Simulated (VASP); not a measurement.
```yaml
crystal:
  lattice:
    - [4.05842, 0.00000, 0.00000]
    - [-2.02921, 3.51470, 0.00000]
    - [0.00000, 0.00000, 3.99714]
  atoms:
    - { symbol: Y, position: [0.00000, 0.00000, 0.00000] }
    - { symbol: Si, position: [0.33333, 0.66667, 0.50000] }
    - { symbol: Si, position: [0.66667, 0.33333, 0.50000] }
```

All values below come from r2SCAN meta-GGA, VASP's PBE PAW potentials (set 64) (plane waves; VASP 6.6.1). Run with 400 eV cut-off, 10×10×9 Γ-centred mesh, tetrahedra with Blöchl corrections, potentials Y_sv Si.

### Question
What does the run give for the energy per atom (σ→0), band gap (over mesh and band path) with the smallest direct gap where there is one?

### Answer

| Property | Result |
|---|---|
| band gap (over mesh and band path) | none (metal, semimetal or under 0.01 eV) |
| energy per atom (σ→0) | -13.170 eV/atom |

Total energies compare only between runs with the same potentials, cut-off and functional.

The structure comes from a computed database's YSi2 entry (P6/mmm); how it stands against other phases isn't given here. It was relaxed first. The electron count is odd and the run is not spin-polarised, which forces a metal.
